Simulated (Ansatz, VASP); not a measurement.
Given: the input of a run of Ansatz 0.2.0 on NbTe.

The input input.yaml:

```yaml
crystal:
  lattice:
    - [3.4707801697, 0.0, 0.0]
    - [0.0, 3.4707801697, 0.0]
    - [0.0, 0.0, 3.4707801697]
  atoms:
    - { symbol: Nb, position: [0.5, 0.5, 0.5] }
    - { symbol: Te, position: [0.0, 0.0, 0.0] }
hamiltonian:
  xc: pbe
  pseudopotentials: { kind: paw }
kpoints:
  mp_grid: { grid: [8, 8, 8] }
scf:
  occupations: { method: fermi_dirac, width: 0.05 }
output:
  forces: true
  stress: true
  eigenvalues: true
```

Potentials or basis: Ansatz PAW.

Run with:

```bash
$ ansatz run input.yaml --threads 1 --pin off --max-ram 3584MiB --backend cpu --events-out ev --progress --plain --runs-dir out
```

Set up the same calculation for VASP 6.6.1. Potentials there: VASP PAW PBE potentials, release 64 (Nb_sv, Te).

As run (the cutoff follows the program's own potentials):

File INCAR:

```
SYSTEM = NbTe
PREC = Accurate
ENCUT = 520
EDIFF = 1E-7
ISMEAR = -1
SIGMA = 0.05
LREAL = .FALSE.
LASPH = .TRUE.
NELM = 100
ALGO = Normal
ISIF = 2
LWAVE = .FALSE.
LCHARG = .FALSE.
GGA = PE
NBANDS = 16
```

KPOINTS

```
Automatic mesh
0
G
  8 8 8
  0 0 0
```

Contents of POSCAR:

```
NbTe
1.0
    3.4707801697      0.0000000000      0.0000000000
    0.0000000000      3.4707801697      0.0000000000
    0.0000000000      0.0000000000      3.4707801697
Nb Te
1 1
Direct
    0.5000000000      0.5000000000      0.5000000000
    0.0000000000      0.0000000000      0.0000000000
```

Potentials or basis: VASP PAW PBE potentials, release 64 (Nb_sv, Te).

Command:

```sh
$ cat potpaw_PBE.64/Nb_sv/POTCAR potpaw_PBE.64/Te/POTCAR > POTCAR
$ mpirun -np 1 vasp_std > vasp.out
```

Both were run:

|  | VASP | Ansatz | Ansatz less VASP |
| --- | --- | --- | --- |
| gap on the k mesh at the Fermi level (eV) | none | none | - |
| pressure (GPa) | -4.9 | -4.7 | +0.18 |

A gap of «none» marks a metal or a gap that the smearing closes. The two sets of potentials don't hold the same shells in valence.

The runs have no spin-orbit coupling, so splittings on Te are missing.
